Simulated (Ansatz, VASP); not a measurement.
## SrMg: VASP beside Ansatz

```xyz
2
Lattice="3.8204 0.0000 0.0000 0.0000 3.8204 0.0000 0.0000 0.0000 3.8204" Properties=species:S:1:pos:R:3 pbc="T T T"
Sr    1.9102    1.9102    1.9102
Mg    0.0000    0.0000    0.0000
```

Change from the starting cell: volume scaled by 0.94.

Alike in both runs: task single point; functional LDA; k mesh 9 × 9 × 9; occupations fermi-dirac, width 0.05 eV; no spin polarisation.

```csv
,VASP,Ansatz
version,VASP 6.6.1,Ansatz 0.2.0
potentials or method,"VASP PAW LDA potentials, release 64 (Sr_sv, Mg), cutoff 520 eV","all-electron LAPW, scalar-relativistic"
```

Ansatz gave:

| Property | Result |
| --- | --- |
| pressure (GPa) | 5.8 |

Problem. What did VASP give for the same quantities?

Solution. Pressure (GPa): 5.7.

Ansatz ran all-electron here, so the differences hold the error of VASP's frozen core and of both bases.
